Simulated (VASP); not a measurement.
Calculation: PBEsol GGA, VASP's PBE PAW potentials (set 64) (plane waves; VASP).

A VASP calculation is set up with these files.

**KPOINTS**
```
Automatic mesh
0
G
6 6 6
```

### POSCAR
```
SrTiO3
1.0
  3.6823894927   0.0000000000   0.0000000000
  0.0000000000   3.6823894927   0.0000000000
  0.0000000000   0.0000000000   3.6823894927
Sr Ti O
1 1 3
direct
  0.0000000000   0.0000000000   0.0000000000
  0.5000000000   0.5000000000   0.5000000000
  0.5000000000   0.0000000000   0.5000000000
  0.0000000000   0.5000000000   0.5000000000
  0.5000000000   0.5000000000   0.0000000000
```

INCAR:
```
ALGO = Normal
EDIFF = 1E-6
EDIFFG = -0.02
ENCUT = 620
GGA = PS
IBRION = 2
ISIF = 3
ISMEAR = 0
LASPH = .True.
LCHARG = .False.
LMAXMIX = 4
LREAL = .False.
LWAVE = .False.
NELM = 100
NSW = 40
PREC = Accurate
PSTRESS = 450
SIGMA = 0.05
SYSTEM = SrTiO3
```

POTCAR, in this order: Sr_sv Ti_sv O (PBE.64 set). Program: vasp_std.

What VASP printed:

OSZICAR:
```
       N       E                     dE             d eps       ncg     rms          rms(c)
DAV:   1     0.507347289693E+03    0.50735E+03   -0.24747E+04   960   0.217E+03
DAV:   2     0.635476184615E+01   -0.50099E+03   -0.49390E+03  1104   0.559E+02
DAV:   3    -0.474917288300E+02   -0.53846E+02   -0.50841E+02  1432   0.164E+02
DAV:   4    -0.498292920617E+02   -0.23376E+01   -0.23363E+01  1384   0.318E+01
DAV:   5    -0.498745192798E+02   -0.45227E-01   -0.45226E-01  1368   0.397E+00    0.376E+01
DAV:   6    -0.407487592166E+02    0.91258E+01   -0.52761E+01  1360   0.808E+01    0.232E+01
DAV:   7    -0.408868013714E+02   -0.13804E+00   -0.53097E+00  1224   0.196E+01    0.146E+01
DAV:   8    -0.409200268198E+02   -0.33225E-01   -0.89441E-01  1320   0.113E+01    0.275E+00
DAV:   9    -0.408943428720E+02    0.25684E-01   -0.15749E-01  1264   0.489E+00    0.709E-01
DAV:  10    -0.408979350145E+02   -0.35921E-02   -0.83450E-02  1336   0.287E+00    0.470E-01
DAV:  11    -0.408952418935E+02    0.26931E-02   -0.24157E-02  1168   0.125E+00    0.133E-01
DAV:  12    -0.408952939617E+02   -0.52068E-04   -0.91418E-04  1320   0.307E-01    0.615E-02
DAV:  13    -0.408953272342E+02   -0.33272E-04   -0.24584E-04  1456   0.118E-01    0.195E-02
DAV:  14    -0.408953285173E+02   -0.12831E-05   -0.21000E-05  1216   0.582E-02    0.557E-03
DAV:  15    -0.408953281004E+02    0.41692E-06   -0.34177E-06  1104   0.270E-02
   1 F= -.26870708E+02 E0= -.26870708E+02  d E =-.268707E+02
```

File OUTCAR:
```
------------------------ aborting loop because EDIFF is reached ----------------------------------------
  FORCE on cell =-STRESS in cart. coord.  units (eV):
  Direction    XX          YY          ZZ          XY          YZ          ZX
  --------------------------------------------------------------------------------------
  Total       14.0077125     14.0077125     14.0077125      0.0000000      0.0000000     -0.0000000
  in kB      449.4575035    449.4575035    449.4575035      0.0000000      0.0000000     -0.0000000
  external PRESSURE =      -0.5424965 kB  Pullay stress =     450.0000000 kB
  volume of cell :       49.93
      direct lattice vectors                 reciprocal lattice vectors
     3.682389493  0.000000000  0.000000000     0.271562800  0.000000000  0.000000000
     0.000000000  3.682389493  0.000000000     0.000000000  0.271562800  0.000000000
     0.000000000  0.000000000  3.682389493     0.000000000  0.000000000  0.271562800
 POSITION                                       TOTAL-FORCE (eV/Angst)
 -----------------------------------------------------------------------------------
      0.00000      0.00000      0.00000         0.000000      0.000000      0.000000
      1.84119      1.84119      1.84119         0.000000      0.000000      0.000000
      1.84119      0.00000      1.84119         0.000000      0.000000      0.000000
      0.00000      1.84119      1.84119         0.000000      0.000000      0.000000
      1.84119      1.84119      0.00000         0.000000      0.000000      0.000000
 -----------------------------------------------------------------------------------
    total drift:                                0.000000      0.000000     -0.000000
  FREE ENERGIE OF THE ION-ELECTRON SYSTEM (eV)
  ---------------------------------------------------
  free  energy   TOTEN  =       -40.8953281004 eV

  energy  without entropy=      -40.8953281004  energy(sigma->0) =      -40.89532810
  enthalpy is  TOTEN    =       -26.8707082096 eV   P V=       14.0246198907

 reached required accuracy - stopping structural energy minimisation
```
(Selected blocks of OUTCAR.)

The compound is SrTiO3 in the cubic perovskite structure, the ideal cubic form; the compound distorts at low or room temperature. It was relaxed first under an external pressure of 45 GPa.
